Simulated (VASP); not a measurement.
Data:

```
CELL_PARAMETERS angstrom
      0.00000     2.89566     2.89566
      2.89566     0.00000     2.89566
      2.89566     2.89566     0.00000
ATOMIC_POSITIONS crystal
  Ti 0.00000 0.00000 0.00000
  Si 0.25000 0.25000 0.25000
```

Calculation: r2SCAN meta-GGA, VASP's PBE PAW potentials (set 64) (plane waves; VASP). Numerical set-up: 400 eV cut-off, 9×9×9 Γ-centred mesh, tetrahedra with Blöchl corrections, potentials Ti_sv Si.

Give the energies of bands 5 to 11 at the high-symmetry points, in eV from the valence-band maximum.

```csv
band,Γ,X,U,L,W
5,-8.14,-6.09,-6.14,-6.63,-6.09
6,-0.94,-2.56,-2.07,-2.52,-1.77
7,-0.94,0.00,-0.97,-0.63,-1.23
8,-0.94,0.00,-0.17,-0.63,-0.12
9,1.46,0.37,0.51,1.65,0.34
10,1.46,2.04,1.56,1.65,1.24
11,6.47,2.04,1.83,1.72,2.05
```

The gap is indirect, 0.34 eV, from the valence maximum at X to the conduction minimum at W.

The structure was generated: TiSi was put into the zinc blende type (F-43m), which need not be its known phase. It was relaxed first, which changed the volume by -21 %.
